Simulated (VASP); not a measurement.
OSZICAR of a VASP run on Tb (hcp):

### OSZICAR
```
       N       E                     dE             d eps       ncg     rms          rms(c)
DAV:   1    -0.111322331360E+02   -0.11132E+02   -0.92074E+03  1976   0.128E+03
DAV:   2    -0.620381760629E+02   -0.50906E+02   -0.49892E+02  2071   0.265E+02
DAV:   3    -0.643276650063E+02   -0.22895E+01   -0.21341E+01  2688   0.325E+01
DAV:   4    -0.643917372747E+02   -0.64072E-01   -0.62957E-01  2408   0.521E+00
DAV:   5    -0.643935788865E+02   -0.18416E-02   -0.18362E-02  2990   0.727E-01    0.278E+01
DAV:   6    -0.622580616225E+02    0.21355E+01   -0.40997E-01  2046   0.705E+00    0.151E+01
DAV:   7    -0.607308401729E+02    0.15272E+01   -0.59605E-01  2348   0.759E+00    0.172E+00
DAV:   8    -0.619832184404E+02   -0.12524E+01   -0.57487E-01  2176   0.684E+00    0.373E+00
DAV:   9    -0.620494951510E+02   -0.66277E-01   -0.28702E-02  2226   0.152E+00    0.167E+00
DAV:  10    -0.619060903780E+02    0.14340E+00   -0.23862E-02  2036   0.201E+00    0.177E+00
DAV:  11    -0.619074054040E+02   -0.13150E-02   -0.18699E-03  2411   0.458E-01    0.133E+00
DAV:  12    -0.619190875796E+02   -0.11682E-01   -0.65750E-02  1991   0.325E+00    0.907E-01
DAV:  13    -0.619178283814E+02    0.12592E-02   -0.68363E-04  2426   0.255E-01    0.991E-01
DAV:  14    -0.619234635393E+02   -0.56352E-02   -0.17684E-03  2041   0.444E-01    0.754E-01
DAV:  15    -0.619230463353E+02    0.41720E-03   -0.10908E-04  2136   0.871E-02    0.793E-01
DAV:  16    -0.619235667213E+02   -0.52039E-03   -0.18141E-05  2216   0.459E-02    0.776E-01
DAV:  17    -0.619264137238E+02   -0.28470E-02   -0.76597E-04  2036   0.280E-01    0.925E-01
DAV:  18    -0.619263942911E+02    0.19433E-04   -0.88840E-05  2086   0.111E-01    0.789E-01
DAV:  19    -0.619282744660E+02   -0.18802E-02   -0.38368E-03  1996   0.559E-01    0.657E-01
DAV:  20    -0.619278641685E+02    0.41030E-03   -0.47929E-04  2071   0.224E-01    0.531E-01
DAV:  21    -0.619280076785E+02   -0.14351E-03   -0.36048E-05  2101   0.763E-02    0.519E-01
DAV:  22    -0.619278032495E+02    0.20443E-03   -0.15229E-04  2146   0.142E-01    0.234E-01
DAV:  23    -0.619279808523E+02   -0.17760E-03   -0.23200E-04  2016   0.198E-01    0.128E-01
DAV:  24    -0.619280053117E+02   -0.24459E-04   -0.82437E-06  2111   0.341E-02    0.626E-02
DAV:  25    -0.619279984151E+02    0.68967E-05   -0.37911E-06  2056   0.244E-02    0.323E-02
DAV:  26    -0.619279862973E+02    0.12118E-04   -0.37342E-06  2036   0.159E-02    0.132E-02
DAV:  27    -0.619279785900E+02    0.77074E-05   -0.61672E-07  2181   0.114E-02    0.310E-03
DAV:  28    -0.619279817546E+02   -0.31647E-05   -0.17011E-07  1995   0.582E-03    0.247E-03
DAV:  29    -0.619279782125E+02    0.35421E-05   -0.11905E-07  1438   0.511E-03    0.165E-03
DAV:  30    -0.619279799402E+02   -0.17277E-05   -0.23653E-08  1088   0.187E-03    0.107E-04
DAV:  31    -0.619279798521E+02    0.88152E-07   -0.67043E-09  1063   0.863E-04
   1 F= -.61927980E+02 E0= -.61926710E+02  d E =-.619280E+02
       N       E                     dE             d eps       ncg     rms          rms(c)
DAV:   1    -0.619298264836E+02   -0.18465E-02   -0.82449E-02  1996   0.217E+00    0.177E-01
DAV:   2    -0.619287914359E+02    0.10350E-02   -0.17689E-03  2326   0.348E-01    0.121E-01
DAV:   3    -0.619287686023E+02    0.22834E-04   -0.25021E-04  2241   0.165E-01    0.624E-02
DAV:   4    -0.619287022670E+02    0.66335E-04   -0.20338E-04  2467   0.116E-01    0.329E-02
DAV:   5    -0.619287227608E+02   -0.20494E-04   -0.65524E-05  2036   0.800E-02    0.230E-02
DAV:   6    -0.619287247176E+02   -0.19568E-05   -0.66900E-06  2474   0.243E-02    0.798E-03
DAV:   7    -0.619287249719E+02   -0.25432E-06   -0.22334E-06  2326   0.136E-02    0.142E-03
DAV:   8    -0.619287246026E+02    0.36934E-06   -0.24139E-07  2136   0.516E-03    0.856E-04
DAV:   9    -0.619287247912E+02   -0.18866E-06   -0.82664E-08  1253   0.309E-03    0.490E-04
DAV:  10    -0.619287246528E+02    0.13838E-06   -0.22495E-08  1078   0.140E-03    0.122E-04
DAV:  11    -0.619287246283E+02    0.24518E-07   -0.33876E-09  1078   0.781E-04
   2 F= -.61928725E+02 E0= -.61927460E+02  d E =-.744776E-03
       N       E                     dE             d eps       ncg     rms          rms(c)
DAV:   1    -0.619305718331E+02   -0.18472E-02   -0.11593E-01  1986   0.257E+00    0.208E-01
DAV:   2    -0.619291050494E+02    0.14668E-02   -0.24936E-03  2331   0.412E-01    0.151E-01
DAV:   3    -0.619290770064E+02    0.28043E-04   -0.34235E-04  2256   0.192E-01    0.805E-02
DAV:   4    -0.619289781857E+02    0.98821E-04   -0.29208E-04  2472   0.140E-01    0.401E-02
DAV:   5    -0.619290083186E+02   -0.30133E-04   -0.94831E-05  2011   0.960E-02    0.286E-02
DAV:   6    -0.619290109137E+02   -0.25951E-05   -0.96744E-06  2464   0.290E-02    0.986E-03
DAV:   7    -0.619290111277E+02   -0.21407E-06   -0.31296E-06  2326   0.161E-02    0.153E-03
DAV:   8    -0.619290107112E+02    0.41654E-06   -0.31549E-07  2136   0.582E-03    0.119E-03
DAV:   9    -0.619290109191E+02   -0.20788E-06   -0.10870E-07  1540   0.344E-03    0.699E-04
DAV:  10    -0.619290107585E+02    0.16060E-06   -0.33182E-08  1063   0.178E-03    0.162E-04
DAV:  11    -0.619290107416E+02    0.16867E-07   -0.32294E-09  1048   0.763E-04
   3 F= -.61929011E+02 E0= -.61927814E+02  d E =-.103089E-02
```

Question: Which electronic solver shows in the log?

Answer: It is blocked Davidson (ALGO = Normal, or the opening steps of other solvers). The INCAR had ALGO = Normal.

Question: Can the final energy be trusted as converged?

Answer: Self-consistency was reached. It stopped with EDIFF = 1E-7, NELM = 100, NSW = 30 and EDIFFG = -0.01 after 3 ionic steps (r2SCAN+rVV10, plane waves, VASP's PBE PAW potentials (set 64)). The 4f electrons are frozen in the core of the lanthanide potential, so 4f levels, which can set the real gap, and their magnetism are missing.

The compound is Tb in the hcp structure. This cell is one point of a volume scan, at 1.03 of the reference volume. Symmetry was kept, so distortions that lower it aren't found.
